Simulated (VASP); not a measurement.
An input for Ansatz (written as the equivalent of a VASP run, and not itself run):

Ansatz 0.2 input:
```yaml
crystal:
  lattice:
    - [3.4197480, 0.0000000, 0.0000000]
    - [0.0000000, 3.4197480, 0.0000000]
    - [0.0000000, 0.0000000, 3.4197480]
  atoms:
    - { symbol: Ta, position: [0.0000000, 0.0000000, 0.0000000] }
    - { symbol: Te, position: [0.5000000, 0.5000000, 0.5000000] }
kpoints:
  mp_grid: { grid: [2, 2, 2] }
hamiltonian:
  xc: hse06
  pseudopotentials: { kind: paw }
scf:
  occupations: { method: gaussian, width: 0.05 }
  max_iter: 100
output: { forces: true, stress: true, eigenvalues: true }
```

**Question.** Write the VASP files for the same calculation (HSE06).

**Answer.** One answer among several that fit: 
### INCAR
```
# general
SYSTEM  =TaTe
PREC    =Accurate
ENCUT   =400
LREAL   =.False.
LASPH   =.True.   # aspherical one-centre terms
ISYM    =3

# electronic loop
EDIFF   =1E-6   # SCF stop (eV)
NELM    =100   # most electronic steps
ALGO    =Normal   # blocked Davidson
LMAXMIX =6   # l cut-off of mixed one-centre charges

# smearing
ISMEAR  =0   # Gaussian
SIGMA   =0.05   # width (eV)

# functional
GGA     =PE
LHFCALC =.True.
AEXX    =0.25
HFSCREEN=0.2
PRECFOCK=Fast

# ions
ISIF    =2   # forces and stress, cell fixed

# output
LWAVE   =.False.
LCHARG  =.False.
```

**POSCAR**
```
TaTe
3.4197480
  1.0000000000   0.0000000000   0.0000000000
  0.0000000000   1.0000000000   0.0000000000
  0.0000000000   0.0000000000   1.0000000000
Ta Te
1 1
Cart
  0.0000000000   0.0000000000   0.0000000000
  0.5000000000   0.5000000000   0.5000000000
```

KPOINTS:
```
Automatic mesh
0
Gamma
2 2 2
0 0 0
```

POTCAR, in this order: Ta_pv Te (PBE.64 set). Program: vasp_std.

Limits of the translation: each code has its own PAW files, so the cut-off isn't converted (ENCUT is set for VASP's; basis.ecutwfc is left out, and Ansatz then takes the one that its files recommend); Ansatz stops its SCF on the density residual and VASP on the energy change (EDIFF); Ansatz's hse06 screens at 0.11 per bohr (0.208 per Å), slightly more than HFSCREEN = 0.2.

The structure was generated: TaTe was put into the CsCl type (Pm-3m), which need not be its known phase. The cell was not relaxed at this level. The k-mesh is coarse (spacing up to 0.92 per Å, 2π included), so the numbers may not be converged in it.
